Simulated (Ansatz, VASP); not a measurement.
# BaTiO3 in two plane-wave programs, part 2 of 2

One calculation is typed for both programs; each brings its own data sets. How far apart do they land? The two relaxations start from unlike cells of this crystal (the structure described is Ansatz's start), so only their ends are compared. Other levels of theory on this material are compared in a session of their own.

VASP 6.6.1 and Ansatz 0.2.0.

So far: The starting structure; Ansatz: relaxation of cell and atoms, LDA.

### Step 3. VASP: relaxation of cell and atoms, LDA

Level of this step: LDA, no spin polarisation; plane waves and PAW (O, Ti_sv, Ba_sv) (VASP).

Its own start cell and the same functional (in two slightly different forms) and mesh now go to VASP, with its own data sets.

Lines of VASP's logs that name or quote its potential files are left out, and so is its time.

Contents of INCAR:

```
SYSTEM = BaTiO3
PREC = Accurate
ENCUT = 600
EDIFF = 1E-07
NELM = 120
ISMEAR = 0
SIGMA = 0.01
LREAL = .FALSE.
ALGO = Normal
GGA = CA
NBANDS = 26
LASPH = .TRUE.
LORBIT = 11
LWAVE = .FALSE.
LCHARG = .FALSE.
ISIF = 3
IBRION = 2
NSW = 80
EDIFFG = -0.005
GGA_COMPAT = .FALSE.
NELMIN = 4
EFERMI = MIDGAP
KPAR = 2
```

Contents of POSCAR:

```
BaTiO3
1.0
    3.9422052462      0.0000000000      0.0000000000
    0.0000000000      3.9422052462      0.0000000000
    0.0000000000      0.0000000000      3.9903241831
O Ti Ba
3 1 1
Direct
    0.5000001273      0.5000001273      0.0223043451
    0.5000001273      0.0000000000      0.5148937435
    0.0000000000      0.5000001273      0.5148937435
    0.5000001273      0.5000001273      0.4891224195
    0.0000000000      0.0000000000      0.0017858586
```

Contents of KPOINTS:

```
Automatic mesh
0
Gamma
8 8 8
0 0 0
```

PAW data sets: O, Ti_sv and Ba_sv (LDA family, release 64).

Started as:

```bash
$ mpirun -np 2 vasp_std
```

Numbers of over 12 decimals in the logs are rounded to 6 here.

Output:

```text
[banner, memory and clock lines left out]
running    2 mpi-ranks, on    1 nodes
 distrk:  each k-point on    1 cores,    2 groups
 distr:  one band on    1 cores,    1 groups

 POSCAR found type information on POSCAR O TiBa
 POSCAR found :  3 types and       5 ions
 LDA part: xc-table for (Slater(with rela. corr.)+CA(PZ))
 , standard interpolation
 POSCAR, INCAR and KPOINTS ok, starting setup
 FFT: planning ... GRIDC
 FFT: planning ... GRID_SOFT
 FFT: planning ... GRID
 WAVECAR not read
 entering main loop
       N       E                     dE             d eps       ncg     rms          rms(c)
DAV:   1     0.469703882423E+03    0.46970E+03   -0.23179E+04  3900   0.187E+03
DAV:   2    -0.157712419709E+01   -0.47128E+03   -0.45550E+03  4492   0.485E+02
DAV:   3    -0.521342474018E+02   -0.50557E+02   -0.50054E+02  5430   0.149E+02
DAV:   4    -0.545363406784E+02   -0.24021E+01   -0.23988E+01  5902   0.289E+01
DAV:   5    -0.546052178895E+02   -0.68877E-01   -0.68861E-01  5312   0.387E+00    0.236E+01
DAV:   6    -0.444866036985E+02    0.10119E+02   -0.63463E+01  5626   0.730E+01    0.103E+01
DAV:   7    -0.443569586328E+02    0.12965E+00   -0.10726E+01  5222   0.244E+01    0.692E+00
DAV:   8    -0.441725962187E+02    0.18436E+00   -0.10687E+00  5024   0.978E+00    0.262E+00
DAV:   9    -0.441845074641E+02   -0.11911E-01   -0.21527E-01  5102   0.300E+00    0.108E+00
DAV:  10    -0.441719447166E+02    0.12563E-01   -0.95337E-02  5010   0.296E+00    0.388E-01
DAV:  11    -0.441703012629E+02    0.16435E-02   -0.10822E-02  5732   0.739E-01    0.101E-01
DAV:  12    -0.441701721549E+02    0.12911E-03   -0.78399E-04  4456   0.280E-01    0.385E-02
DAV:  13    -0.441701640397E+02    0.81152E-05   -0.26017E-04  5700   0.148E-01    0.329E-02
DAV:  14    -0.441701456270E+02    0.18413E-04   -0.77769E-05  4544   0.575E-02    0.818E-03
DAV:  15    -0.441701453726E+02    0.25434E-06   -0.12050E-05  5322   0.236E-02    0.376E-03
DAV:  16    -0.441701452074E+02    0.16520E-06   -0.16250E-06  5040   0.125E-02    0.328E-03
DAV:  17    -0.441701451730E+02    0.34373E-07   -0.16234E-07  3124   0.413E-03
   1 F= -.44170145E+02 E0= -.44170145E+02  d E =-.441701E+02
 curvature:   0.00 expect dE= 0.000E+00 dE for cont linesearch  0.000E+00
 trial: gam= 0.00000 g(F)=  0.113E-05 g(S)=  0.176E-04 ort = 0.000E+00 (trialstep = 0.100E+01)
 search vector abs. value=  0.188E-04
 bond charge predicted
       N       E                     dE             d eps       ncg     rms          rms(c)
DAV:   1    -0.441702746429E+02   -0.12944E-03   -0.39340E-03  4736   0.616E-01    0.973E-02
DAV:   2    -0.441701596034E+02    0.11504E-03   -0.41263E-04  4554   0.184E-01    0.329E-02
DAV:   3    -0.441701437631E+02    0.15840E-04   -0.11992E-04  4526   0.635E-02    0.889E-03
DAV:   4    -0.441701437724E+02   -0.92696E-08   -0.20666E-05  5688   0.265E-02    0.756E-03
DAV:   5    -0.441701443917E+02   -0.61930E-06   -0.20764E-06  5938   0.118E-02    0.492E-03
DAV:   6    -0.441701452428E+02   -0.85111E-06   -0.17468E-06  5676   0.684E-03    0.290E-03
DAV:   7    -0.441701454785E+02   -0.23574E-06   -0.51653E-07  4988   0.419E-03    0.736E-04
DAV:   8    -0.441701454875E+02   -0.89576E-08   -0.33663E-08  2352   0.120E-03
   2 F= -.44170145E+02 E0= -.44170145E+02  d E =-.314455E-06
 trial-energy change:   -0.000000  1 .order   -0.000001   -0.000019    0.000017
 step:   0.5188(harm=  0.5188)  dis= 0.00010  next Energy=   -44.170150 (dE=-0.486E-05)
 bond charge predicted
       N       E                     dE             d eps       ncg     rms          rms(c)
DAV:   1    -0.441701799705E+02   -0.34492E-04   -0.91011E-04  4716   0.296E-01    0.469E-02
DAV:   2    -0.441701532965E+02    0.26674E-04   -0.95931E-05  4538   0.891E-02    0.158E-02
DAV:   3    -0.441701496421E+02    0.36544E-05   -0.27854E-05  4480   0.305E-02    0.439E-03
DAV:   4    -0.441701496211E+02    0.21045E-07   -0.48059E-06  5776   0.130E-02    0.362E-03
DAV:   5    -0.441701497666E+02   -0.14552E-06   -0.46176E-07  4798   0.565E-03    0.229E-03
DAV:   6    -0.441701499678E+02   -0.20125E-06   -0.48193E-07  4868   0.344E-03    0.148E-03
DAV:   7    -0.441701500168E+02   -0.48923E-07   -0.79829E-08  2604   0.194E-03
   3 F= -.44170150E+02 E0= -.44170150E+02  d E =-.484373E-05
 curvature:  -0.26 expect dE=-0.337E-06 dE for cont linesearch -0.284E-09
 trial: gam= 0.07683 g(F)=  0.760E-06 g(S)=  0.538E-06 ort =-0.143E-06 (trialstep = 0.904E+00)
 search vector abs. value=  0.139E-05
 reached required accuracy - stopping structural energy minimisation
```

From OUTCAR (step 3):

```text
ion  position               nearest neighbor table
   1  0.500  0.500  0.022-   4 1.86   4 2.13   5 2.79   5 2.79   5 2.79   5 2.79
   2  0.500  0.000  0.515-   4 1.97   4 1.97   5 2.77   5 2.77   5 2.84   5 2.84
   3  0.000  0.500  0.515-   4 1.97   4 1.97   5 2.77   5 2.77   5 2.84   5 2.84
   4  0.500  0.500  0.489-   1 1.86   2 1.97   3 1.97   2 1.97   3 1.97   1 2.13   5 3.40   5 3.40
                             5 3.40   5 3.40   5 3.46   5 3.46   5 3.46   5 3.46
   5  0.000  0.000  0.002-   2 2.77   3 2.77   2 2.77   3 2.77   1 2.79   1 2.79   1 2.79   1 2.79
                             3 2.84   2 2.84   3 2.84   2 2.84   4 3.40   4 3.40   4 3.40   4 3.40

  LATTYP: Found a simple tetragonal cell.
 ALAT       =     3.9422052462
 C/A-ratio  =     1.0122060963

 Subroutine GETGRP returns: Found  8 space group operations
 (whereof  8 operations were pure point group operations)

The static configuration has the point symmetry C_4v.

 Found     75 irreducible k-points:

   k-points           NKPTS =     75   k-points in BZ     NKDIM =     75   number of bands    NBANDS=     26

   dimension x,y,z NGX =    32 NGY =   32 NGZ =   32
   dimension x,y,z NGXF=    64 NGYF=   64 NGZF=   64

   ENCUT  =  600.0 eV  44.10 Ry    6.64 a.u.   7.87  7.87  7.97*2*pi/ulx,y,z

   NELECT =      40.0000    total number of electrons

 k-points in reciprocal lattice and weights: Automatic mesh
   0.00000000  0.00000000  0.00000000       0.002
   0.12500000  0.00000000  0.00000000       0.008
   0.25000000  0.00000000  0.00000000       0.008
   0.37500000  0.00000000  0.00000000       0.008
   0.50000000  0.00000000  0.00000000       0.004
   0.12500000  0.12500000  0.00000000       0.008
   0.25000000  0.12500000  0.00000000       0.016
   0.37500000  0.12500000  0.00000000       0.016
   0.50000000  0.12500000  0.00000000       0.008
[...]
0.50000000  0.37500000  0.50000000       0.008
   0.50000000  0.50000000  0.50000000       0.002

 average (electrostatic) potential at core
       1 -70.6728       2 -70.5660       3 -70.5660       4 -76.5916       5 -31.8005

 E-fermi :   4.7240

 k-point     1 :       0.0000    0.0000    0.0000
  band No.  band energies     occupation
    ...
     16       2.5005      2.00000
     17       2.6008      2.00000
     18       3.5322      2.00000
     19       3.5532      2.00000
     20       3.5532      2.00000
     21       5.5996      0.00000
     22       5.8424      0.00000
     23       5.8424      0.00000
     24       8.1282      0.00000
     25       8.1800      0.00000
    ...

 k-point     2 :       0.1250    0.0000    0.0000
  band No.  band energies     occupation
    ...
     16       2.3316      2.00000
     17       2.4918      2.00000
     18       3.1638      2.00000
     19       3.4016      2.00000
     20       3.5049      2.00000
     21       5.8509      0.00000
     22       5.9634      0.00000
     23       6.0606      0.00000
     24       8.1712      0.00000
     25       8.5821      0.00000
    ...

 k-point     3 :       0.2500    0.0000    0.0000
  band No.  band energies     occupation
    ...
     16       2.0586      2.00000
     17       2.1875      2.00000
     18       2.5533      2.00000
     19       3.1332      2.00000
     20       3.2477      2.00000
     21       5.9099      0.00000
     22       6.6596      0.00000
     23       6.6718      0.00000
     24       8.1733      0.00000
     25       9.3503      0.00000
    ...

  Total       -0.0005020     -0.0005020      0.0074313      0.0000000     -0.0000000      0.0000000
  in kB       -0.0129732     -0.0129732      0.1920638      0.0000000     -0.0000000      0.0000000
  external PRESSURE =       0.0553725 kB  Pullay stress =       0.0000000 kB

  energy-cutoff  :      600.00
  volume of cell :       61.99
      direct lattice vectors                 reciprocal lattice vectors
     3.941647700  0.000000000  0.000000000     0.253701009  0.000000000  0.000000000
     0.000000000  3.941647700  0.000000000     0.000000000  0.253701009  0.000000000
     0.000000000  0.000000000  3.990021587     0.000000000  0.000000000  0.250625210

 POSITION                                       TOTAL-FORCE (eV/Angst)
 -----------------------------------------------------------------------------------
      1.97082      1.97082      0.08900         0.000000      0.000000     -0.002225
      1.97082      0.00000      2.05442         0.000000      0.000000     -0.000427
      0.00000      1.97082      2.05442         0.000000     -0.000000     -0.000427
      1.97082      1.97082      1.95155         0.000000      0.000000     -0.000148
      0.00000      0.00000      0.00723         0.000000      0.000000      0.003226
 -----------------------------------------------------------------------------------
    total drift:                               -0.002296     -0.002296      0.000497

  FREE ENERGIE OF THE ION-ELECTRON SYSTEM (eV)
  ---------------------------------------------------
  free  energy   TOTEN  =       -44.1701500168 eV

  energy  without entropy=      -44.1701500168  energy(sigma->0) =      -44.17015002

 reached required accuracy - stopping structural energy minimisation

 total charge
# of ion       s       p       d       tot
------------------------------------------
    1        1.553   3.464   0.000   5.016
    2        1.550   3.466   0.000   5.016
    3        1.550   3.466   0.000   5.016
    4        2.228   6.302   1.793  10.323
    5        2.008   5.642   0.363   8.013
--------------------------------------------------
tot          8.889  22.340   2.156  33.384

[... 3 further parts left out ...]
```

The run keeps the 8 symmetry operations of its start, so it cannot find a distortion of lower symmetry.

### Step 4. Differences

Known differences besides the potentials themselves: the two LDA forms differ slightly; fixed occupations in Ansatz, narrow Gaussian smearing in VASP; the cutoff is 420 eV in Ansatz and 600 eV in VASP; VASP's log shows a relativistic correction to its local exchange, Ansatz's none; Ansatz adds a Pulay correction to the stress that steers its cell, VASP none. Total energies have different zeros and are not compared.

Compared:

```
                                         quantity  Ansatz   VASP  difference
                                      volume (Å³)   61.29  61.99     -1.13 %
edge a after relaxation, in the typed setting (Å)   3.927  3.942     -0.37 %
edge c after relaxation, in the typed setting (Å)   3.975  3.990     -0.39 %
```

### Step 5. What came out

| Item | Value |
| --- | --- |
| difference in volume (relaxation of cell and atoms, LDA) | -1.1 % |

What this shows: The difference in volume is -1.1 % (relaxation of cell and atoms, LDA), within the 1.2 % picked in this series as the mark of a large difference, as far as the stopping tolerances let one tell. 12 further runs of this series are not shown here. Such differences can come from data sets, numerical settings and the points named under the comparisons, not from the functional's error against experiment.

[Lines on the potential files, build, host, timing and source positions are cut from VASP's logs without a mark.]

[Logs are printed without paths, hosts, clocks, repeated set-up lines and the standing remarks that a program may print on its own settings, such as how far it seeks lower states.]

[Hosts, paths, dates, database ids (printed as entryN), source tags and the programs' standing remarks are cut or masked in the printed files.]
